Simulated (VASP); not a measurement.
Level of theory: PBE GGA, VASP's PBE PAW potentials (set 64) (plane waves; VASP 6.6.1).

VASP input:

**INCAR**
```
! general
SYSTEM =CoAl
PREC   =Accurate
ENCUT  =400
LREAL  =F
LASPH  =T

! electronic loop
EDIFF  =1E-6
NELM   =100
ALGO   =Normal
LMAXMIX=4

! smearing
ISMEAR =1
SIGMA  =0.1

! functional
GGA    =PE

! ions
IBRION =2
NSW    =60
ISIF   =3
EDIFFG =-0.01

! output
LWAVE  =F
LCHARG =F
```

File KPOINTS:
```
Automatic mesh
0
Gamma
11 11 11
0 0 0
```

File POSCAR:
```
CoAl
1
    2.8600000000     0.0000000000     0.0000000000
    0.0000000000     2.8600000000     0.0000000000
    0.0000000000     0.0000000000     2.8600000000
Al Co
1 1
Direct
  0.5000000000   0.5000000000   0.5000000000
  0.0000000000   0.0000000000   0.0000000000
```

POTCAR, in this order: Al Co (PBE.64 set). Program: vasp_std.

The resulting files:

OSZICAR:
```
       N       E                     dE             d eps       ncg     rms          rms(c)
DAV:   1     0.298197474157E+02    0.29820E+02   -0.45832E+03  1152   0.102E+03
DAV:   2    -0.125835132980E+02   -0.42403E+02   -0.39843E+02  1132   0.173E+02
DAV:   3    -0.136372402662E+02   -0.10537E+01   -0.10464E+01  1312   0.358E+01
DAV:   4    -0.136547248507E+02   -0.17485E-01   -0.17478E-01  1386   0.421E+00
DAV:   5    -0.136552196861E+02   -0.49484E-03   -0.49483E-03  1302   0.687E-01    0.125E+01
DAV:   6    -0.165820787929E+02   -0.29269E+01   -0.74558E+01  1272   0.127E+02    0.180E+01
DAV:   7    -0.120032248518E+02    0.45789E+01   -0.33480E+01  1236   0.814E+01    0.183E+00
DAV:   8    -0.119987545114E+02    0.44703E-02   -0.22897E-01  1154   0.403E+00    0.119E+00
DAV:   9    -0.119855646587E+02    0.13190E-01   -0.44132E-02  1354   0.300E+00    0.310E-01
DAV:  10    -0.119850573214E+02    0.50734E-03   -0.16947E-03  1454   0.562E-01    0.132E-01
DAV:  11    -0.119850496873E+02    0.76341E-05   -0.59172E-05  1590   0.937E-02    0.346E-02
DAV:  12    -0.119850406540E+02    0.90333E-05   -0.48905E-05  1320   0.100E-01    0.503E-03
DAV:  13    -0.119850406494E+02    0.46213E-08   -0.46556E-07   616   0.650E-03
   1 F= -.11985041E+02 E0= -.11984854E+02  d E =-.119850E+02
       N       E                     dE             d eps       ncg     rms          rms(c)
DAV:   1    -0.120630311829E+02   -0.77991E-01   -0.10655E+00  1212   0.177E+01    0.250E+00
DAV:   2    -0.121960596879E+02   -0.13303E+00   -0.33312E+00  1274   0.268E+01    0.359E+00
DAV:   3    -0.119870433718E+02    0.20902E+00   -0.15193E+00  1236   0.181E+01    0.372E-01
DAV:   4    -0.119856357708E+02    0.14076E-02   -0.71576E-03  1134   0.796E-01    0.129E-01
DAV:   5    -0.119854582950E+02    0.17748E-03   -0.82056E-04  1714   0.336E-01    0.259E-02
DAV:   6    -0.119854614356E+02   -0.31406E-05   -0.29400E-05  1194   0.906E-02    0.700E-03
DAV:   7    -0.119854603152E+02    0.11204E-05   -0.29036E-06   638   0.260E-02    0.217E-03
DAV:   8    -0.119854601272E+02    0.18797E-06   -0.35567E-07   560   0.978E-03
   2 F= -.11985460E+02 E0= -.11985232E+02  d E =-.419478E-03
       N       E                     dE             d eps       ncg     rms          rms(c)
DAV:   1    -0.120027408928E+02   -0.17281E-01   -0.22084E-01  1206   0.814E+00    0.116E+00
DAV:   2    -0.120345351707E+02   -0.31794E-01   -0.73460E-01  1262   0.124E+01    0.175E+00
DAV:   3    -0.119868309618E+02    0.47704E-01   -0.32568E-01  1276   0.848E+00    0.169E-01
DAV:   4    -0.119865250948E+02    0.30587E-03   -0.11926E-03  1124   0.328E-01    0.510E-02
DAV:   5    -0.119865010381E+02    0.24057E-04   -0.14902E-04  1660   0.147E-01    0.101E-02
DAV:   6    -0.119865030505E+02   -0.20125E-05   -0.29178E-06  1110   0.261E-02    0.194E-03
DAV:   7    -0.119865030961E+02   -0.45537E-07   -0.94351E-08   560   0.507E-03
   3 F= -.11986503E+02 E0= -.11986293E+02  d E =-.146245E-02
```

### OUTCAR
```
------------------------ aborting loop because EDIFF is reached ----------------------------------------
  FORCE on cell =-STRESS in cart. coord.  units (eV):
  Direction    XX          YY          ZZ          XY          YZ          ZX
  --------------------------------------------------------------------------------------
  Total       -0.0003011     -0.0003011     -0.0003011     -0.0000000      0.0000000      0.0000000
  in kB       -0.0208439     -0.0208439     -0.0208439     -0.0000000      0.0000000      0.0000000
  external PRESSURE =      -0.0208439 kB  Pullay stress =       0.0000000 kB
  volume of cell :       23.15
      direct lattice vectors                 reciprocal lattice vectors
     2.849834304 -0.000000000  0.000000000     0.350897594 -0.000000000  0.000000000
     0.000000000  2.849834304  0.000000000     0.000000000  0.350897594  0.000000000
    -0.000000000 -0.000000000  2.849834304    -0.000000000 -0.000000000  0.350897594
 POSITION                                       TOTAL-FORCE (eV/Angst)
 -----------------------------------------------------------------------------------
      1.42492      1.42492      1.42492        -0.000000     -0.000000      0.000000
      0.00000      0.00000      0.00000         0.000000      0.000000     -0.000000
 -----------------------------------------------------------------------------------
    total drift:                               -0.000000      0.000000     -0.000000
  FREE ENERGIE OF THE ION-ELECTRON SYSTEM (eV)
  ---------------------------------------------------
  free  energy   TOTEN  =       -11.9865030961 eV

  energy  without entropy=      -11.9858732483  energy(sigma->0) =      -11.98629315

 reached required accuracy - stopping structural energy minimisation
```
(Selected blocks of OUTCAR.)

CONTCAR:
```
CoAl
   1.00000000000000
     2.8498343040255270   -0.0000000000000000    0.0000000000000000
     0.0000000000000000    2.8498343040255270    0.0000000000000000
    -0.0000000000000000   -0.0000000000000000    2.8498343040255270
  Al              Co
     1     1
Direct
     0.5000000000000000    0.5000000000000000    0.5000000000000000
     0.0000000000000000    0.0000000000000000    0.0000000000000000
```

File OUTCAR:
```
 val. band max:       10.5965296684   @ k =   0.4545   0.4545   0.2727

 cond. band min:      10.6345178264   @ k =   0.4545   0.4545   0.1818


 Fermi energy:        10.6091711520

 k-point     1 :       0.0000    0.0000    0.0000
  band No.  band energies     occupation
      1      -0.4985      2.00000
      2       7.6149      2.00000
      3       7.6149      2.00000
      4       9.7312      2.00000
      5       9.7312      2.00000
      6       9.7312      2.00000
      7      16.5431      0.00000
      8      16.5431      0.00000
      9      16.5431      0.00000
     10      19.3127      0.00000

 k-point     2 :       0.0909    0.0000    0.0000
  band No.  band energies     occupation
      1      -0.3419      2.00000
      2       7.5972      2.00000
      3       7.6581      2.00000
      4       9.6481      2.00000
      5       9.6481      2.00000
      6       9.7398      2.00000
      7      15.2110      0.00000
      8      16.7608      0.00000
      9      16.7608      0.00000
     10      19.2925      0.00000

 k-point     3 :       0.1818    0.0000    0.0000
  band No.  band energies     occupation
      1       0.1235      2.00000
      2       7.4684      2.00000
      3       7.7766      2.00000
      4       9.4405      2.00000
      5       9.4405      2.00000
      6       9.7634      2.00000
      7      13.2783      0.00000
      8      17.3751      0.00000
      9      17.3751      0.00000
     10      19.2347      0.00000

 k-point     4 :       0.2727    0.0000    0.0000
  band No.  band energies     occupation
      1       0.8842      2.00000
      2       6.9916      2.00000
      3       7.9385      2.00000
      4       9.1942      2.00000
      5       9.1942      2.00000
      6       9.7945      2.00000
      7      11.7852     -0.00000
      8      18.3047      0.00000
      9      18.3047      0.00000
     10      19.1468      0.00000

 k-point     5 :       0.3636    0.0000    0.0000
...
```

The compound is CoAl in the CsCl type structure. This run relaxes it. Symmetry was kept, so distortions that lower it aren't found. The run is not spin-polarised, so no magnetic state was tried.
